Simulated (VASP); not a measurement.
```
Cd
1.0
    1.75860    -3.04599     0.00000
    1.75860     3.04599     0.00000
    0.00000     0.00000     5.82724
Cd
2
Direct
  0.33333   0.66667   0.25000
  0.66667   0.33333   0.75000
```

These are vdW-DF2, VASP's PBE PAW potentials (set 64) (plane waves; VASP) values and carry that method's errors. Settings: 520 eV cut-off, Gaussian smearing of 0.050 eV, potentials Cd.

Problem. Predict the band gap (along the path) with the smallest direct gap where there is one.

Solution. 
```
Item                                                         Result
-------------------------  ----------------------------------------
band gap (along the path)  none (metal, semimetal or under 0.01 eV)
```

Only differences to runs with the same potentials and settings are physical.

The compound is Cd in the hcp structure. It was relaxed first, which changed the volume by +44 %.
